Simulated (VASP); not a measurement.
Method: vdW-DF-cx, VASP's PBE PAW potentials (set 64) (plane waves; VASP 6.6.1).

VASP ran on this input.

### POSCAR
```
Tl
1
    1.6889682058    -2.9253788445     0.0000000000
    1.6889682058     2.9253788445     0.0000000000
    0.0000000000     0.0000000000     5.4541260197
Tl
2
Direct
  0.3333330000   0.6666670000   0.2500000000
  0.6666670000   0.3333330000   0.7500000000
```

File KPOINTS:
```
Automatic mesh
0
Gamma
12 12 7
0 0 0
```

### INCAR
```
SYSTEM=Tl
PREC=Accurate; ENCUT=520; LREAL=.False.
LASPH=.True.
EDIFF=1E-7; NELM=100; ALGO=Normal
LMAXMIX=4
ISMEAR=1; SIGMA=0.1
GGA=CX; LUSE_VDW=.True.; AGGAC=0.0
IBRION=2; NSW=30; ISIF=4
EDIFFG=-0.01
LWAVE=.False.; LCHARG=.False.
```

POTCAR, in this order: Tl_d (PBE.64 set). Program: vasp_std.

The resulting files:

**OUTCAR**
```
 ion  position               nearest neighbor table
   1  0.333  0.667  0.250-   2 3.35   2 3.35   2 3.35   2 3.35   2 3.35   2 3.35
   2  0.667  0.333  0.750-   1 3.35   1 3.35   1 3.35   1 3.35   1 3.35   1 3.35
  LATTYP: Found a hexagonal cell.
 ALAT       =     3.3779364979
 C/A-ratio  =     1.6146324903
 Subroutine PRICEL returns:
 Original cell was already a primitive cell.
 Subroutine GETGRP returns: Found 24 space group operations
The static configuration has the point symmetry D_3d.
 The point group associated with its full space group is D_6h.
The dynamic configuration has the point symmetry D_3d.
 Subroutine INISYM returns: Found 24 space group operations
 Subroutine IBZKPT returns following result:
 Found     76 irreducible k-points:

 Following reciprocal coordinates:
            Coordinates               Weight
  0.000000  0.000000  0.000000      1.000000
  0.083333 -0.000000  0.000000      6.000000
  0.166667  0.000000  0.000000      6.000000
  0.250000 -0.000000  0.000000      6.000000
  0.333333  0.000000  0.000000      6.000000
  0.416667 -0.000000  0.000000      6.000000
  0.500000 -0.000000  0.000000      3.000000
...
```

File OSZICAR:
```
       N       E                     dE             d eps       ncg     rms          rms(c)
DAV:   1     0.132449618233E+03    0.13245E+03   -0.14516E+04  2600   0.145E+03
DAV:   2     0.351944585778E+01   -0.12893E+03   -0.12754E+03  2766   0.297E+02
DAV:   3     0.144949294575E+01   -0.20700E+01   -0.20591E+01  3079   0.336E+01
DAV:   4     0.143691749479E+01   -0.12575E-01   -0.12572E-01  2969   0.253E+00
DAV:   5     0.143678645955E+01   -0.13104E-03   -0.13103E-03  2963   0.276E-01    0.368E+00
DAV:   6     0.150146937401E+01    0.64683E-01   -0.12330E-01  2806   0.308E+00    0.252E+00
DAV:   7     0.151305386795E+01    0.11584E-01   -0.53133E-02  2740   0.200E+00    0.825E-01
DAV:   8     0.151411491439E+01    0.10610E-02   -0.44812E-03  2703   0.573E-01    0.480E-02
DAV:   9     0.151411093978E+01   -0.39746E-05   -0.22387E-05  3128   0.446E-02    0.104E-02
DAV:  10     0.151410728213E+01   -0.36576E-05   -0.48597E-06  2729   0.201E-02    0.215E-03
DAV:  11     0.151410715424E+01   -0.12789E-06   -0.60536E-07  2822   0.646E-03    0.814E-04
DAV:  12     0.151410715134E+01   -0.28995E-08   -0.36104E-08  1425   0.181E-03
   1 F= 0.15141072E+01 E0= 0.15138444E+01  d E =0.151411E+01
       N       E                     dE             d eps       ncg     rms          rms(c)
DAV:   1     0.149412578407E+01   -0.19981E-01   -0.74520E-01  2649   0.674E+00    0.561E-01
DAV:   2     0.150493847281E+01    0.10813E-01   -0.73367E-03  2686   0.908E-01    0.339E-01
DAV:   3     0.151050041096E+01    0.55619E-02   -0.10774E-02  2714   0.104E+00    0.367E-02
DAV:   4     0.151046371895E+01   -0.36692E-04   -0.61733E-04  2712   0.227E-01    0.196E-02
DAV:   5     0.151046225550E+01   -0.14634E-05   -0.64668E-06  3387   0.252E-02    0.294E-03
DAV:   6     0.151046271620E+01    0.46069E-06   -0.86307E-07  2697   0.103E-02    0.383E-04
DAV:   7     0.151046270904E+01   -0.71527E-08   -0.49079E-08  1449   0.181E-03
   2 F= 0.15104627E+01 E0= 0.15099900E+01  d E =-.364444E-02
       N       E                     dE             d eps       ncg     rms          rms(c)
DAV:   1     0.135747801149E+01   -0.15298E+00   -0.67435E+00  2677   0.203E+01    0.171E+00
DAV:   2     0.145656302478E+01    0.99085E-01   -0.64399E-02  2651   0.261E+00    0.103E+00
DAV:   3     0.150777810570E+01    0.51215E-01   -0.97701E-02  2696   0.312E+00    0.131E-01
DAV:   4     0.150756721469E+01   -0.21089E-03   -0.56431E-03  2672   0.703E-01    0.590E-02
DAV:   5     0.150756890325E+01    0.16886E-05   -0.95763E-05  3295   0.111E-01    0.201E-02
DAV:   6     0.150757675422E+01    0.78510E-05   -0.18326E-05  2722   0.455E-02    0.154E-03
DAV:   7     0.150757664095E+01   -0.11327E-06   -0.69586E-07  2819   0.675E-03    0.682E-04
DAV:   8     0.150757661731E+01   -0.23645E-07   -0.28252E-08  1415   0.166E-03
   3 F= 0.15075766E+01 E0= 0.15076072E+01  d E =-.653053E-02
       N       E                     dE             d eps       ncg     rms          rms(c)
DAV:   1     0.149858602841E+01   -0.89906E-02   -0.37942E-01  2657   0.481E+00    0.408E-01
DAV:   2     0.150433237357E+01    0.57463E-02   -0.37244E-03  2650   0.658E-01    0.244E-01
DAV:   3     0.150716855047E+01    0.28362E-02   -0.53209E-03  2718   0.740E-01    0.285E-02
DAV:   4     0.150715005646E+01   -0.18494E-04   -0.30937E-04  2640   0.162E-01    0.143E-02
DAV:   5     0.150715021410E+01    0.15764E-06   -0.44944E-06  3138   0.241E-02    0.288E-03
DAV:   6     0.150715055634E+01    0.34225E-06   -0.71973E-07  2501   0.991E-03    0.554E-04
DAV:   7     0.150715054598E+01   -0.10359E-07   -0.37143E-08  1366   0.169E-03
   4 F= 0.15071505E+01 E0= 0.15071198E+01  d E =-.695661E-02
```

File OUTCAR:
```
------------------------ aborting loop because EDIFF is reached ----------------------------------------
  FORCE on cell =-STRESS in cart. coord.  units (eV):
  Direction    XX          YY          ZZ          XY          YZ          ZX
  --------------------------------------------------------------------------------------
  Total        0.9490180      0.9490181      0.9723047      0.0000000      0.0000000      0.0000000
  in kB       28.2115074     28.2115097     28.9037528      0.0000000      0.0000000      0.0000000
  external PRESSURE =      28.4422566 kB  Pullay stress =       0.0000000 kB
  volume of cell :       53.90
      direct lattice vectors                 reciprocal lattice vectors
     1.710272937 -2.962279740  0.000000000     0.292350998 -0.168788921 -0.000000000
     1.710272937  2.962279740 -0.000000000     0.292350998  0.168788921  0.000000000
     0.000000000 -0.000000000  5.319089120     0.000000000  0.000000000  0.188002114
 POSITION                                       TOTAL-FORCE (eV/Angst)
 -----------------------------------------------------------------------------------
      1.71027      0.98743      1.32977        -0.000000      0.000000      0.000000
      1.71027     -0.98743      3.98932         0.000000     -0.000000     -0.000000
 -----------------------------------------------------------------------------------
    total drift:                                0.000000      0.000441      0.000008
  FREE ENERGIE OF THE ION-ELECTRON SYSTEM (eV)
  ---------------------------------------------------
  free  energy   TOTEN  =         1.5071505460 eV

  energy  without entropy=        1.5070582446  energy(sigma->0) =        1.50711978

 reached required accuracy - stopping structural energy minimisation
```
(Selected blocks of OUTCAR.)

CONTCAR:
```
Tl
   1.00000000000000
     1.7102729372919792   -2.9622797401875922    0.0000000000000000
     1.7102729372919792    2.9622797401875922   -0.0000000000000000
     0.0000000000000000   -0.0000000000000000    5.3190891198130750
  Tl
     2
Direct
     0.3333330000000032    0.6666669999999968    0.2500000000000000
     0.6666669999999968    0.3333330000000032    0.7500000000000000
```

The compound is Tl in the hcp structure. This cell is one point of a volume scan, at 0.94 of the reference volume. Symmetry was kept, so distortions that lower it aren't found.
